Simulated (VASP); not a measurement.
Given:

```xyz
12
Lattice="2.9743 0.0000 0.0000 0.0000 2.9743 0.0000 0.0000 0.0000 27.4998" Properties=species:S:1:pos:R:3 pbc="T T T"
Ti     0.0000     1.4872     8.4920
Ti     1.4872     0.0000    10.5952
Ti     0.0000     1.4872    12.6983
Ti     1.4872     0.0000    14.8015
Ti     0.0000     1.4872    16.9047
Ti     1.4872     0.0000    19.0078
N      0.0000     1.4872    10.5952
N      1.4872     0.0000     8.4920
N      0.0000     1.4872    14.8015
N      1.4872     0.0000    12.6983
N      0.0000     1.4872    19.0078
N      1.4872     0.0000    16.9047
```

All values below come from PBEsol GGA, VASP's PBE PAW potentials (set 64) (plane waves; VASP 6.6.1). Run with PREC = Normal, EDIFF = 1E-5, 450 eV cut-off, 9×9×1 Γ-centred mesh, first-order Methfessel-Paxton smearing of 0.10 eV, potentials Ti_sv N.

At this cut-off the stress carries a Pulay error, which pulls relaxed volumes low.

Problem. The ions are relaxed. Which structure does the run end with?

Solution. 
```xyz
12
Lattice="2.9743 0.0000 0.0000 0.0000 2.9743 0.0000 0.0000 0.0000 27.4998" Properties=species:S:1:pos:R:3 pbc="T T T"
Ti     0.0000     1.4872     8.6229
Ti     1.4872     2.9743    10.6251
Ti     0.0000     1.4872    12.6717
Ti     1.4872     0.0000    14.8281
Ti     0.0000     1.4872    16.8747
Ti     1.4872     0.0000    18.8769
N      2.9743     1.4872    10.5878
N      1.4872     0.0000     8.4418
N      0.0000     1.4872    14.7785
N      1.4872     0.0000    12.7213
N      0.0000     1.4872    19.0580
N      1.4872     0.0000    16.9120
```

Problem. How much energy does the relaxation gain?

Solution. The energy (σ→0) changes by -36.6 meV/atom, in 12 ionic steps.

```csv
step,E(σ→0) (eV),max force (eV/Å),pressure (GPa),volume (Å³)
1,-122.6501,2.207,-3.53,243.28
2,-123.0601,0.420,-2.80,243.28
3,-123.0605,0.416,-2.83,243.28
4,-123.0837,0.150,-2.88,243.28
5,-123.0854,0.081,-2.88,243.28
6,-123.0865,0.061,-2.84,243.28
7,-123.0871,0.111,-2.78,243.28
8,-123.0877,0.082,-2.72,243.28
9,-123.0888,0.085,-2.55,243.28
10,-123.0889,0.090,-2.51,243.28
11,-123.0894,0.047,-2.48,243.28
12,-123.0896,0.023,-2.44,243.28
```

The cell is a thin slab with vacuum, built from TiN (rock salt): (100) face.
